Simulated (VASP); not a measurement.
Energy against volume of KZnF₃ (cubic perovskite). These are r2SCAN+rVV10, VASP's PBE PAW potentials (set 64) (plane waves; VASP) values and carry that method's errors.

```json
[
 {"V (Å³/atom)": "12.312", "E (eV/atom)": "-7.38323"},
 {"V (Å³/atom)": "12.705", "E (eV/atom)": "-7.39602"},
 {"V (Å³/atom)": "13.098", "E (eV/atom)": "-7.40069"},
 {"V (Å³/atom)": "13.491", "E (eV/atom)": "-7.39843"},
 {"V (Å³/atom)": "13.884", "E (eV/atom)": "-7.39028"}
]
```

Q: Fit a third-order Birch-Murnaghan equation of state.

A: 
```
Property                                         Value
---------------------------------------  -------------
volume per atom                          13.16 Å³/atom
bulk modulus                                  92.0 GPa
pressure derivative of the bulk modulus           4.35
lattice constant a                             4.037 Å
```

The compound is KZnF3 in the cubic perovskite structure. It was relaxed first.
